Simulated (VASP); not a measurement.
Runs of VASP 6.6.1 on ScB2. The structure is hexagonal, space group P6/mmm (No. 191). The conventional cell has a = 3.100 Å, b = 3.100 Å, c = 3.454 Å, α = 90.00°, β = 90.00°, γ = 120.00°. Sc (site symmetry 6/mmm) is surrounded by 12 B at 2.49 Å. Around B (site symmetry -6m2) lie 3 B at 1.79 Å. 

```tsv
task	cell	k mesh	cutoff (eV)	gap on the mesh (eV)	pressure (GPa)	relaxed volume (Å³/atom)
single point	P6/mmm, 9.58 Å³/atom	15 × 15 × 12	520	none	0.8	-
single point	P6/mmm, 9.59 Å³/atom	9 × 9 × 6	520	none	(a)	-
relaxation of cell and atoms	relaxed	15 × 15 × 12	600	none	0.0	9.62
relaxation of cell and atoms	relaxed	9 × 9 × 6	600	none	-0.1	9.62
```

Alike in all rows: level LDA; potentials or basis VASP PAW LDA potentials, release 64 (Sc_sv, B); no spin polarisation; smearing gaussian 0.1 eV.

Problem. Fill in the values left out.

Solution. (a) 0.6.

A gap of «none» marks a metal or a gap under the smearing width.
